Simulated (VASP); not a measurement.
# Ti: surface energy and work function by face, part 4 of 5

Which face of Ti is cheapest, and which holds its electrons hardest?

VASP 6.6.1; r2SCAN; plane waves and PAW (Ti).

So far. Step 4 (Relaxing the slab, 8 atoms, face Ti(0001)): The run ended after 7 ionic steps, 0.119 eV below its first step, once the forces on the free atoms met EDIFFG = -0.03. Step 5 (Vacuum level and density of states, 8 atoms, face …): The vacuum level lies 4.53 eV above the Fermi level at the upper face; both faces agree, as the slab has next to no dipole.

**6. Relaxing the slab, 12 atoms, face Ti(10-10)**

System of this step: Ti(10-10). The cell holds 12 atoms: 12 Ti. Cell: a = 2.921 Å, b = 4.608 Å, c = 28.493 Å, α = 90.0°, β = 90.0°, γ = 90.0°. It derives from Ti. 12 layers of hcp Ti, cut at this functional's lattice. Vacuum lies along c.

File INCAR:

```
SYSTEM = Ti
PREC = Normal
ENCUT = 320
EDIFF = 1E-05
NELM = 120
ISMEAR = 1
SIGMA = 0.15
LREAL = .FALSE.
ALGO = Normal
METAGGA = R2SCAN
LASPH = .TRUE.
NBANDS = 36
LORBIT = 11
LWAVE = .FALSE.
LCHARG = .FALSE.
KPAR = 4
IBRION = 2
NSW = 40
ISIF = 2
EDIFFG = -0.03
POTIM = 0.4
MAXMIX = 40
```

File POSCAR:

```
Ti
1.0
    2.9213449237      0.0000000000      0.0000000000
    0.0000000000      4.6076747043      0.0000000000
    0.0000000000      0.0000000000     28.4931142248
Ti
12
Direct
    0.0000000000      0.0000000000      0.2632214900
    0.5000000000      0.0000000000      0.3520134300
    0.5000000000      0.5000000000      0.2928188000
    0.0000000000      0.0000000000      0.4408053700
    0.0000000000      0.5000000000      0.3816107500
    0.5000000000      0.0000000000      0.5295973100
    0.5000000000      0.5000000000      0.4704026900
    0.0000000000      0.0000000000      0.6183892500
    0.0000000000      0.5000000000      0.5591946300
    0.5000000000      0.0000000000      0.7071812000
    0.5000000000      0.5000000000      0.6479865700
    0.0000000000      0.5000000000      0.7367785100
```

File KPOINTS:

```
Automatic mesh
0
Gamma
10 7 1
0 0 0
```

Potentials, in the order of the species: Ti (PBE family, release 64).

Command:

```console
> mpirun -np 4 vasp_std
```

The log of the run:

```text
[banner, memory and clock lines left out]
running    4 mpi-ranks, on    1 nodes
 distrk:  each k-point on    1 cores,    4 groups
 distr:  one band on    1 cores,    1 groups

 POSCAR found type information on POSCAR Ti
 POSCAR found :  1 types and      12 ions
 [... a notice as in an earlier step ...]

 LDA part: xc-table for (None), standard interpolation
 POSCAR, INCAR and KPOINTS ok, starting setup
 FFT: planning ... GRIDC
 FFT: planning ... GRID_SOFT
 FFT: planning ... GRID
 WAVECAR not read
 entering main loop
       N       E                     dE             d eps       ncg     rms          rms(c)
DAV:   1     0.123788249236E+03    0.12379E+03   -0.11864E+04  1728   0.753E+02
DAV:   2    -0.132490565811E+03   -0.25628E+03   -0.24116E+03  1800   0.201E+02
DAV:   3    -0.161305929655E+03   -0.28815E+02   -0.27014E+02  2528   0.645E+01
DAV:   4    -0.163061558817E+03   -0.17556E+01   -0.16813E+01  2744   0.168E+01
DAV:   5    -0.163126381606E+03   -0.64823E-01   -0.63694E-01  2744   0.295E+00    0.368E+01
DAV:   6    -0.260488348119E+03   -0.97362E+02   -0.95374E+02  3432   0.828E+01    0.625E+01
DAV:   7    -0.184268406974E+03    0.76220E+02   -0.21341E+03  3208   0.139E+02    0.302E+01
DAV:   8    -0.164179636018E+03    0.20089E+02   -0.35830E+02  2896   0.107E+02    0.311E+01
DAV:   9    -0.153959022440E+03    0.10221E+02   -0.12232E+02  2792   0.637E+01    0.167E+01
DAV:  10    -0.154280947138E+03   -0.32192E+00   -0.12094E+01  2840   0.160E+01    0.150E+01
DAV:  11    -0.153797972497E+03    0.48297E+00   -0.11012E+00  2816   0.476E+00    0.134E+01
DAV:  12    -0.152172808223E+03    0.16252E+01   -0.26695E+00  2400   0.917E+00    0.861E+00
DAV:  13    -0.151445799557E+03    0.72701E+00   -0.12856E+00  2768   0.638E+00    0.618E+00
DAV:  14    -0.151292341400E+03    0.15346E+00   -0.13129E-01  2696   0.200E+00    0.552E+00
DAV:  15    -0.151146373162E+03    0.14597E+00   -0.73030E-02  2696   0.146E+00    0.489E+00
DAV:  16    -0.150709101486E+03    0.43727E+00   -0.10299E+00  2560   0.545E+00    0.218E+00
DAV:  17    -0.150709101632E+03   -0.14553E-06   -0.19083E-01  2852   0.222E+00    0.204E+00
DAV:  18    -0.150632548792E+03    0.76553E-01   -0.66536E-01  2552   0.427E+00    0.709E-01
DAV:  19    -0.150627859583E+03    0.46892E-02   -0.45004E-02  2400   0.115E+00    0.190E-01
DAV:  20    -0.150631839221E+03   -0.39796E-02   -0.51255E-03  2592   0.326E-01    0.293E-01
DAV:  21    -0.150632227596E+03   -0.38837E-03   -0.13332E-02  2832   0.519E-01    0.122E-01
DAV:  22    -0.150632745465E+03   -0.51787E-03   -0.96091E-04  2364   0.172E-01    0.121E-01
DAV:  23    -0.150632990270E+03   -0.24480E-03   -0.66360E-04  2152   0.127E-01    0.732E-02
DAV:  24    -0.150633216511E+03   -0.22624E-03   -0.75008E-04  2588   0.147E-01    0.499E-02
DAV:  25    -0.150633334532E+03   -0.11802E-03   -0.36409E-04  2500   0.944E-02    0.140E-02
DAV:  26    -0.150633511867E+03   -0.17733E-03   -0.79971E-05  2032   0.352E-02    0.160E-02
DAV:  27    -0.150633619828E+03   -0.10796E-03   -0.26946E-05  1592   0.238E-02    0.144E-02
DAV:  28    -0.150633682587E+03   -0.62759E-04   -0.33060E-05  1960   0.291E-02    0.510E-03
DAV:  29    -0.150633709830E+03   -0.27243E-04   -0.58021E-06  1280   0.130E-02    0.555E-03
DAV:  30    -0.150633735615E+03   -0.25784E-04   -0.48000E-06  1240   0.129E-02    0.361E-03
DAV:  31    -0.150633741931E+03   -0.63164E-05   -0.20229E-06  1124   0.838E-03
   1 F= -.15063374E+03 E0= -.15063154E+03  d E =-.150634E+03
 curvature:   0.00 expect dE= 0.000E+00 dE for cont linesearch  0.000E+00
 trial: gam= 0.00000 g(F)=  0.152E-01 g(S)=  0.000E+00 ort = 0.000E+00 (trialstep = 0.100E+01)
 search vector abs. value=  0.152E-01
 bond charge predicted
       N       E                     dE             d eps       ncg     rms          rms(c)
DAV:   1    -0.150647203055E+03   -0.13467E-01   -0.45819E-01  1728   0.255E+00    0.246E-01
DAV:   2    -0.150646642111E+03    0.56094E-03   -0.11793E-02  2564   0.668E-01    0.220E-01
DAV:   3    -0.150647984852E+03   -0.13427E-02   -0.55388E-03  2192   0.390E-01    0.182E-01
DAV:   4    -0.150647460605E+03    0.52425E-03   -0.15406E-03  2692   0.212E-01    0.953E-02
DAV:   5    -0.150647331060E+03    0.12955E-03   -0.71925E-04  2692   0.137E-01    0.221E-02
DAV:   6    -0.150647355424E+03   -0.24365E-04   -0.57802E-05  2112   0.410E-02    0.248E-02
DAV:   7    -0.150647345244E+03    0.10180E-04   -0.74661E-06  1504   0.174E-02    0.166E-02
DAV:   8    -0.150647391207E+03   -0.45963E-04   -0.38101E-05  1964   0.291E-02    0.243E-03
DAV:   9    -0.150647397632E+03   -0.64253E-05   -0.36592E-06  1120   0.107E-02
   2 F= -.15064740E+03 E0= -.15064521E+03  d E =-.136557E-01
[... from here on, the cycles between the ionic steps are left out ...]
   3 F= -.15066818E+03 E0= -.15066559E+03  d E =-.344410E-01
   4 F= -.15066930E+03 E0= -.15066645E+03  d E =-.355617E-01
   5 F= -.15067150E+03 E0= -.15066853E+03  d E =-.219825E-02
   6 F= -.15067275E+03 E0= -.15066968E+03  d E =-.344400E-02
   7 F= -.15067375E+03 E0= -.15067077E+03  d E =-.100233E-02
   8 F= -.15067537E+03 E0= -.15067264E+03  d E =-.262172E-02
   9 F= -.15067629E+03 E0= -.15067367E+03  d E =-.921061E-03
  10 F= -.15067728E+03 E0= -.15067500E+03  d E =-.191233E-02
  11 F= -.15067730E+03 E0= -.15067496E+03  d E =-.192884E-02
 curvature:  -5.77 expect dE=-0.986E-03 dE for cont linesearch -0.154E-07
 trial: gam= 0.49436 g(F)=  0.171E-03 g(S)=  0.000E+00 ort = 0.199E-05 (trialstep = 0.232E+01)
 search vector abs. value=  0.537E-03
 bond charge predicted
       N       E                     dE             d eps       ncg     rms          rms(c)
DAV:   1    -0.150677621516E+03   -0.32579E-03   -0.79969E-02  1728   0.109E+00    0.899E-02
DAV:   2    -0.150677584791E+03    0.36725E-04   -0.10381E-03  2648   0.171E-01    0.313E-02
DAV:   3    -0.150677632217E+03   -0.47426E-04   -0.10546E-04  2308   0.499E-02    0.283E-02
DAV:   4    -0.150677623815E+03    0.84024E-05   -0.23312E-05  1672   0.252E-02
  12 F= -.15067762E+03 E0= -.15067544E+03  d E =-.325613E-03
 trial-energy change:   -0.000326  1 .order   -0.000319   -0.000398   -0.000241
 step:   5.8501(harm=  5.8501)  dis= 0.01050  next Energy=  -150.677801 (dE=-0.503E-03)
 reached required accuracy - stopping structural energy minimisation
```

Run time: 8 min. Hardware: 4 MPI ranks of Intel Xeon Platinum 8488C (Sapphire Rapids), shared host; peak memory 1.1 GiB; 32 min of CPU time.

OUTCAR, selected parts (step 6):

```text
   k-points           NKPTS =     24   k-points in BZ     NKDIM =     24   number of bands    NBANDS=     36

   ENCUT  =  320.0 eV  23.52 Ry    4.85 a.u.   4.26  6.72 41.56*2*pi/ulx,y,z

   NELECT =      48.0000    total number of electrons

 E-fermi :  -0.0114

 k-point     1 :       0.0000    0.0000    0.0000
  band No.  band energies     occupation
    ...
     17      -0.6616      2.00000
     18      -0.6071      2.00000
     19      -0.5675      2.00000
     20      -0.3529      2.00592
     21      -0.0090      0.97299
     22       0.1770     -0.07062
     23       0.1969     -0.06438
     24       0.4772     -0.00004
     25       0.5707     -0.00000
     26       0.6618     -0.00000
    ...

  Total       -2.5531111     -2.8992303     -0.1843126      0.0000000      0.0000000      0.0000000
  in kB      -10.6653652    -12.1112433     -0.7699473      0.0000000      0.0000000      0.0000000
  external PRESSURE =      -7.8488519 kB  Pullay stress =       0.0000000 kB

 POSITION                                       TOTAL-FORCE (eV/Angst)
 -----------------------------------------------------------------------------------
      0.00000      0.00000      7.60009         0.000000      0.000000      0.012135
      1.46067      0.00000     10.02840         0.000000      0.000000      0.015596
      1.46067      2.30384      8.40796         0.000000      0.000000     -0.001749
      0.00000      0.00000     12.55772         0.000000      0.000000     -0.012345
      0.00000      2.30384     10.87913         0.000000      0.000000     -0.002872
      1.46067      0.00000     15.09217         0.000000      0.000000      0.020671
      1.46067      2.30384     13.40094         0.000000      0.000000     -0.020671
      0.00000      0.00000     17.61398         0.000000      0.000000      0.002872
      0.00000      2.30384     15.93539         0.000000      0.000000      0.012345
      1.46067      0.00000     20.08515         0.000000      0.000000      0.001749
      1.46067      2.30384     18.46471         0.000000      0.000000     -0.015596
      0.00000      2.30384     20.89303         0.000000      0.000000     -0.012135
 -----------------------------------------------------------------------------------
    total drift:                               -0.000000     -0.000000      0.000000

  FREE ENERGIE OF THE ION-ELECTRON SYSTEM (eV)
  ---------------------------------------------------
  free  energy   TOTEN  =      -150.6776238147 eV

  energy  without entropy=     -150.6710692408  energy(sigma->0) =     -150.67543896

[... 1 part as in an earlier step ...]

[... 15 further parts left out ...]
```

The run keeps the 8 symmetry operations of its start, so it cannot find a distortion of lower symmetry.

Step by step:

```
step  energy less that of the first step (eV)  largest force (eV/Å)
   1                                   0.0000                0.3272
   2                                  -0.0137                0.2637
   3                                  -0.0344                0.0976
   4                                  -0.0356                0.0909
   5                                  -0.0378                0.0627
   6                                  -0.0390                0.0570
   7                                  -0.0400                0.0405
   8                                  -0.0416                0.0726
   9                                  -0.0425                0.0487
  10                                  -0.0435                0.0462
  11                                  -0.0436                0.0403
  12                                  -0.0439                0.0207
```

The atoms that moved most (Å):

```
atom     dx     dy      dz  length
Ti12  0.000  0.000  -0.100   0.100
 Ti1  0.000  0.000   0.100   0.100
 Ti3  0.000  0.000   0.065   0.065
Ti10  0.000  0.000  -0.065   0.065
 Ti8  0.000  0.000  -0.006   0.006
 Ti5  0.000  0.000   0.006   0.006
```

Final coordinates:

```cif
data_structure
_symmetry_space_group_name_H-M 'P 1'
_symmetry_Int_Tables_number 1
_cell_length_a 2.9213
_cell_length_b 4.6077
_cell_length_c 28.4931
_cell_angle_alpha 90.000
_cell_angle_beta 90.000
_cell_angle_gamma 90.000
_cell_volume 383.53
loop_
_atom_site_label
_atom_site_type_symbol
_atom_site_fract_x
_atom_site_fract_y
_atom_site_fract_z
_atom_site_occupancy
Ti1 Ti 0.00000 0.00000 0.26673 1
Ti2 Ti 0.50000 0.00000 0.35196 1
Ti3 Ti 0.50000 0.50000 0.29509 1
Ti4 Ti 0.00000 0.00000 0.44073 1
Ti5 Ti 0.00000 0.50000 0.38182 1
Ti6 Ti 0.50000 0.00000 0.52968 1
Ti7 Ti 0.50000 0.50000 0.47032 1
Ti8 Ti 0.00000 0.00000 0.61818 1
Ti9 Ti 0.00000 0.50000 0.55927 1
Ti10 Ti 0.50000 0.00000 0.70491 1
Ti11 Ti 0.50000 0.50000 0.64804 1
Ti12 Ti 0.00000 0.50000 0.73327 1
```

Numbers from this step:

| Property | Result |
| --- | --- |
| electronic steps | 87 |
| electrons | 48 |
| free energy (TOTEN) | -150.6776 eV |
| energy at zero smearing | -150.6754 eV |
| Fermi energy | -0.0114 eV |

The run ended after 12 ionic steps, 0.044 eV below its first step, once the forces on the free atoms met EDIFFG = -0.03.

(Continued in part 5 of 5.)

[Lines on the potential files, build, host, timing and source positions are cut from VASP's logs without a mark.]

[Logs are printed without paths, hosts, clocks, repeated set-up lines and the standing remarks that a program may print on its own settings, such as how far it seeks lower states.]

[Hosts, paths, dates, database ids (printed as entryN), source tags and the programs' standing remarks are cut or masked in the printed files.]

[Runs that stopped without an error message from VASP are left out.]

[In band tables of VASP the shares of atoms and orbitals are scaled to a sum of 1 inside the atoms' spheres.]
